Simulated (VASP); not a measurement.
Consider the following.

```xyz
3
Lattice="0.0000 2.5105 2.5105 2.5105 0.0000 2.5105 2.5105 2.5105 0.0000" Properties=species:S:1:pos:R:3 pbc="T T T"
Hf     0.0000     0.0000     0.0000
O      1.2553     1.2553     1.2553
O      3.7658     3.7658     3.7658
```

Method: PBEsol GGA, VASP's PBE PAW potentials (set 64) (plane waves; VASP). Run with 520 eV cut-off, 9×9×9 Γ-centred mesh, Gaussian smearing of 0.050 eV, potentials Hf_pv O.

What does the run give for the energy per atom (σ→0)?

The energy per atom (σ→0) is -10.546 eV/atom.

Only differences to runs with the same potentials and settings are physical.

The compound is HfO2 in the fluorite structure, the high-temperature cubic form, which is unstable at 0 K; the monoclinic form is the stable one. It was relaxed first.
